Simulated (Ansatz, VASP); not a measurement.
# Cross-check of Hf (Hafnium) between VASP and Ansatz, part 2 of 2

Aim: how closely do two programs agree when they are given the same cell, functional and k mesh? Of the first pair: The structure shown is the end of the Ansatz relaxation below.

VASP 6.6.1 and Ansatz 0.2.0.

So far: Set-up; Ansatz: relaxation, LDA; VASP: single point, LDA; Side by side.

**5. VASP: zone-centre phonons, LDA**

Level of this step: LDA; plane waves and PAW (Hf_pv) (VASP).

Second derivatives magnify differences that forces hide, and they need a tight electronic threshold. The cell compared in this pair holds 37.49 Å³, against 44.16 Å³ for the pair before.

The input, INCAR:

```
SYSTEM = Hf
PREC = Accurate
ENCUT = 500
EDIFF = 1E-08
NELM = 120
ISMEAR = 1
SIGMA = 0.2
LREAL = .FALSE.
ALGO = Normal
GGA = CA
NBANDS = 16
LASPH = .TRUE.
LORBIT = 11
LWAVE = .FALSE.
LCHARG = .FALSE.
ISIF = 2
IBRION = 8
GGA_COMPAT = .FALSE.
KPAR = 2
```

The input, POSCAR:

```
Hf
1.0
    3.0024894624      0.0000000000      0.0000000000
   -1.5012447312      2.6002321491      0.0000000000
    0.0000000000      0.0000000000      4.8021546092
Hf
2
Direct
    0.3333333333      0.6666666667      0.2500000000
    0.6666666667      0.3333333333      0.7500000000
```

The input, KPOINTS:

```
Automatic mesh
0
Gamma
15 15 8
0 0 0
```

Potentials, in the order of the species: Hf_pv (LDA family, release 64).

Launch:

```sh
$ mpirun -np 2 vasp_std
```

Numbers of over 12 decimals in the logs are rounded to 6 here.

The program printed:

```text
[... set-up lines as in an earlier step ...]
 entering main loop
       N       E                     dE             d eps       ncg     rms          rms(c)
DAV:   1     0.481018452014E+02    0.48102E+02   -0.11456E+04  4328   0.118E+03
DAV:   2    -0.203416271533E+02   -0.68443E+02   -0.66929E+02  5760   0.255E+02
DAV:   3    -0.217932702322E+02   -0.14516E+01   -0.14462E+01  5608   0.259E+01
DAV:   4    -0.218020372497E+02   -0.87670E-02   -0.87538E-02  5304   0.244E+00
[...]
DAV:  11    -0.212024335300E+02    0.43103E-05   -0.61125E-06  5240   0.176E-02    0.122E-02
DAV:  12    -0.212024335147E+02    0.15323E-07   -0.42971E-07  5440   0.462E-03    0.535E-03
DAV:  13    -0.212024335068E+02    0.78901E-08   -0.13906E-08  3688   0.905E-04
   1 F= -.21202434E+02 E0= -.21202614E+02  d E =0.541246E-03
 Linear response reoptimize wavefunctions to high precision
DAV:   1    -0.212024335069E+02   -0.21373E-10   -0.13138E-09  3568   0.315E-04
DAV:   2    -0.212024335069E+02   -0.22737E-10   -0.17484E-10  2696   0.103E-04
 Linear response DOF=           2
 Linear response progress:
[...]
RMM:  16    -0.194564872651E+00   -0.27028E-08   -0.16602E-07 25285   0.175E-05    0.891E-06
RMM:  17    -0.194564875180E+00   -0.25296E-08   -0.10315E-07 23183   0.164E-05    0.108E-06
RMM:  18    -0.194564876026E+00   -0.84540E-09   -0.55323E-08 21420   0.157E-05    0.285E-06
 first order change of Fermi-energy  -0.71491E-05
 force on displaced ion       1 direction 1 :  -1.112  -0.000   0.000
 Linear response progress:
  Degree of freedom:   2/  2
       N       E                     dE             d eps       ncg     rms          rms(c)
RMM:   1    -0.240373879323E+00   -0.24037E+00    0.51516E+00  6457   0.123E+01
RMM:   2    -0.249100050928E+00   -0.87262E-02   -0.43665E-02  9542   0.124E+00    0.807E-01
RMM:   3    -0.248416370191E+00    0.68368E-03   -0.34169E-03 10840   0.281E-01    0.245E-01
RMM:   4    -0.248209717248E+00    0.20665E-03   -0.47269E-05 13152   0.922E-02    0.212E-01
[...]
RMM:  20    -0.247952512509E+00   -0.61551E-08   -0.63345E-07  6383   0.152E-05    0.155E-06
RMM:  21    -0.247952515669E+00   -0.31601E-08   -0.68096E-07  6102   0.150E-05    0.156E-06
RMM:  22    -0.247952512786E+00    0.28829E-08   -0.67584E-07  5860   0.149E-05    0.137E-06
 first order change of Fermi-energy  -0.13202E-03
 force on displaced ion       1 direction 3 :   0.000  -0.000  -7.837
 Linear response finished
```

Parts of OUTCAR (step 5):

```text
  Total        3.5704874      3.5704874      3.5679946      0.0000000     -0.0000000      0.0000000
  in kB      152.5837682    152.5837682    152.4772386      0.0000000     -0.0000000      0.0000000
  external PRESSURE =     152.5482583 kB  Pullay stress =       0.0000000 kB

 POSITION                                       TOTAL-FORCE (eV/Angst)
 -----------------------------------------------------------------------------------
     -0.00000      1.73349      1.20054        -0.000000      0.000000      0.000000
      1.50124      0.86674      3.60162         0.000000     -0.000000      0.000000
 -----------------------------------------------------------------------------------
    total drift:                               -0.000000      0.000000     -0.000000

[... 1 part as in an earlier step ...]

[... 1 further part left out ...]
```

Energies printed during the response cycles are not total energies of the cell.

**6. Ansatz: zone-centre phonons, LDA**

The same cell, functional (in two slightly different forms), mesh and smearing now go to Ansatz, which takes its cutoff from its data sets.

The cell is taken from a series of runs on this material, whose earlier steps may have relaxed, scaled, displaced or heated it; both programs get it as it stands.

The input, input.yaml:

```yaml
crystal:
  lattice:
    - [3.0024894624, 0.0, 0.0]
    - [-1.5012447312, 2.6002321491, 0.0]
    - [0.0, 0.0, 4.8021546092]
  atoms:
    - { symbol: Hf, position: [0.3333333333, 0.6666666667, 0.25] }
    - { symbol: Hf, position: [0.6666666667, 0.3333333333, 0.75] }
kpoints:
  mp_grid: { grid: [15, 15, 8] }
hamiltonian:
  xc: lda
  pseudopotentials: { kind: paw, azcp: { folder: soft_1 }, xc_functional: pbe }
scf:
  occupations: { method: methfessel_paxton, width: 0.2 }
output:
  eigenvalues: true
phonons:
  method: dfpt
```

Launch:

```sh
$ ansatz run input.yaml --threads 4 --pin off --max-ram 10240MiB --backend cpu --events-out ev --progress --plain --runs-dir out
```

The program printed:

```text
zone centre: on kpoints.mp_grid the ground state, and the responses unless they are solved on pairs of k-points, stand on 320 of the mesh's 1800 k-points, reduced under 4 symmetry operations, with k and −k counted as one. Each operation leaves every solved displacement unchanged or reverses it
[...]
Crystal: 2 atoms, lattice volume = 37.491 Å³
[...]
k mesh reduced under 4 symmetry operations, with k and −k counted as one. Each operation leaves every solved displacement unchanged or reverses it
  ASR residual: 3.023e-5 → 0.000e0 eV/Å²; symmetrization residual: 2.452e-12 eV/Å²
  ASR residual per site (eV/Å²): 3.02e-5 3.02e-5
  Γ frequencies (cm⁻¹): 0.00 0.00 0.00 59.08 59.08 154.02
  non-analytic LO–TO correction: not included (Born effective charges unavailable; polar crystals: no LO–TO splitting at Γ)
[key lines of the parts left out:]
SCF converged after 11 iterations
Free energy (F): -30954.802873 eV
Fermi energy:    21.694097 eV
```

**7. Differences**

What differs besides the data sets and the points named for the pairs above, as far as they apply: the data sets hold 52 valence electrons in Ansatz (on its PAW soft_1 files) and 20 in VASP. Total energies have different zeros and are not compared.

Both answers:

```csv
quantity,Ansatz,VASP,difference
optical mode 1 to 2 (cm⁻¹),59.1,58.2,+1.49 %
optical mode 3 (cm⁻¹),154.0,154.5,-0.33 %
```

Modes are paired by rising frequency, not by their patterns, so a pair may set unlike modes beside each other; they are those without the splitting of longitudinal modes.

**8. Results**

* difference in pressure (single point, LDA): -0.030 GPa
* r.m.s. difference of the optical zone-centre modes, each program's sorted by frequency (zone-centre phonons, LDA): 0.77 cm⁻¹
* difference in optical mode 1 to 2 (zone-centre phonons, LDA): +1.5 %

The difference in pressure is -0.030 GPa (single point, LDA), within the 1 GPa picked in this series as the mark of a large difference. The data sets hold unlike numbers of valence electrons (52 in Ansatz and 20 in VASP), so part of the differences comes from the potentials. Among the rows given in per cent, the largest difference of the zone-centre phonons, LDA pair is in optical mode 1 to 2, +1.5 %. How closely two codes agree says nothing of how well the functional describes the real material.

[Lines on the potential files, build, host, timing and source positions are cut from VASP's logs without a mark.]

[Logs are printed without paths, hosts, clocks, repeated set-up lines and the standing remarks that a program may print on its own settings, such as how far it seeks lower states.]

[Hosts, paths, dates, database ids (printed as entryN), source tags and the programs' standing remarks are cut or masked in the printed files.]
